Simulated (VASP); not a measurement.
Output of a VASP run:

OSZICAR:
```
       N       E                     dE             d eps       ncg     rms          rms(c)
DAV:   1     0.547143877260E+02    0.54714E+02   -0.72147E+03  6328   0.978E+02
DAV:   2    -0.179319688419E+02   -0.72646E+02   -0.70352E+02  8294   0.160E+02
DAV:   3    -0.215417857246E+02   -0.36098E+01   -0.35856E+01  8652   0.389E+01
DAV:   4    -0.215896559366E+02   -0.47870E-01   -0.47830E-01  7918   0.530E+00
DAV:   5    -0.215907380433E+02   -0.10821E-02   -0.10817E-02  8842   0.705E-01    0.959E+00
DAV:   6    -0.215019427746E+02    0.88795E-01   -0.51226E-02  7672   0.139E+00    0.569E+00
DAV:   7    -0.214628171094E+02    0.39126E-01   -0.91958E-02  8098   0.193E+00    0.218E-01
DAV:   8    -0.214630206936E+02   -0.20358E-03   -0.75798E-03  7624   0.606E-01    0.121E-01
DAV:   9    -0.214631038439E+02   -0.83150E-04   -0.30885E-04  8814   0.129E-01    0.689E-02
DAV:  10    -0.214631311009E+02   -0.27257E-04   -0.45487E-05  7624   0.434E-02    0.239E-02
DAV:  11    -0.214631393926E+02   -0.82917E-05   -0.10980E-05  8170   0.279E-02    0.975E-03
DAV:  12    -0.214631397518E+02   -0.35922E-06   -0.37199E-07  4790   0.455E-03
   1 F= -.21463140E+02 E0= -.21463133E+02  d E =-.139175E-04
```

### OUTCAR
```
------------------------ aborting loop because EDIFF is reached ----------------------------------------
  FORCE on cell =-STRESS in cart. coord.  units (eV):
  Direction    XX          YY          ZZ          XY          YZ          ZX
  --------------------------------------------------------------------------------------
  Total       -1.0630860     -0.2488462     -0.8801982     -0.1349116     -0.0011455      0.3344261
  in kB      -21.4227167     -5.0146102    -17.7372650     -2.7186627     -0.0230834      6.7391685
  external PRESSURE =     -14.7248640 kB  Pullay stress =       0.0000000 kB
  volume of cell :       79.51
      direct lattice vectors                 reciprocal lattice vectors
     1.676082000 -5.313683000  0.000000000     0.298314760 -0.094096693  0.000000000
     1.676082000  5.313683000  0.000000000     0.298314760  0.094096693  0.000000000
     0.000000000  0.000000000  4.463582000     0.000000000  0.000000000  0.224035315
 POSITION                                       TOTAL-FORCE (eV/Angst)
 -----------------------------------------------------------------------------------
      1.67608      4.23288      4.10382         0.039787      0.212127     -0.254108
      1.67608      1.08080      1.87203         0.252536     -0.212295     -0.241310
      1.67608     -1.08080      2.59156         0.023730      0.211776      0.254964
      1.70870     -4.23288      0.35976        -0.316052     -0.211607      0.240454
 -----------------------------------------------------------------------------------
    total drift:                               -0.000009      0.000019      0.000007
  FREE ENERGIE OF THE ION-ELECTRON SYSTEM (eV)
  ---------------------------------------------------
  free  energy   TOTEN  =       -21.4631397518 eV

  energy  without entropy=      -21.4631258343  energy(sigma->0) =      -21.46313279
```
(Selected blocks of OUTCAR.)

File POSCAR:
```
P
1
    1.6760820000    -5.3136830000     0.0000000000
    1.6760820000     5.3136830000     0.0000000000
    0.0000000000     0.0000000000     4.4635820000
P
4
Direct
  0.1017000000   0.8983000000   0.9194000000
  0.3983000000   0.6017000000   0.4194000000
  0.6017000000   0.3983000000   0.5806000000
  0.9080300000   0.1114300000   0.0806000000
```

Question: Reconstruct the remaining input files.

Answer: One answer among several that fit: the input of the run itself, PBE GGA, plane waves, VASP's PBE PAW potentials (set 64).

INCAR:
```
SYSTEM = P
PREC = Accurate; ENCUT = 400; LREAL = .FALSE.
LASPH = .TRUE.
EDIFF = 1E-6; NELM = 100; ALGO = Normal
ISMEAR = 0; SIGMA = 0.05
GGA = PE
ISIF = 2
LWAVE = .FALSE.; LCHARG = .FALSE.
```

KPOINTS:
```
Automatic mesh
0
Gamma
8 8 7
0 0 0
```

POTCAR, in this order: P (PBE.64 set). Program: vasp_std.

The compound is P in the black structure. The cell was not relaxed at this level, atoms are displaced from their ideal sites. The run is one of a series of settings (KPOINTS 8×8×7 Γ-centred mesh against the base run), some of them coarse on purpose.
